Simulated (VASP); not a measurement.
MgTe (zinc blende), at 1.04 of the tabulated volume:

```
CELL_PARAMETERS angstrom
      0.00000     3.25224     3.25224
      3.25224     0.00000     3.25224
      3.25224     3.25224     0.00000
ATOMIC_POSITIONS crystal
  Mg 0.00000 0.00000 0.00000
  Te 0.25000 0.25000 0.25000
```

The lowest empty band near Γ, direction [111], from mBJ (TB09) with spin-orbit coupling in VASP (PAW); its two spin partners are averaged. The gap over the points computed is 3.13 eV, and the next band on that side lies 2.58 eV away at the edge.

Settings: 400 eV cut-off, 8×8×8 Γ-centred mesh, Gaussian smearing of 0.050 eV, potentials Mg Te.

```
distance from the edge in k (1/Å)  distance in energy (meV)
---------------------------------  ------------------------
0.018                                                   5.5
0.025                                                  10.6
0.035                                                  20.6
0.050                                                  41.6
0.070                                                  80.0
```

Question: Fit E(1 + αE) = ħ²k²/2m* (ħ²/2m0 = 3.810 eV Å²) and predict the row at 0.095 1/Å.

Answer: Least squares on the energies gives the electron mass m* = 0.224 m0 and α = 0.52 per eV, and so 142.9 meV. The run gave 142.4 meV, -0.5 meV from the fit.

Left out are points under 3 meV from the edge, since the levels carry 0.1 meV, and points farther than half the way to the next band.

The compound is MgTe in the zinc blende structure, whereas wurtzite is the usual form. The cell was not relaxed at this level.
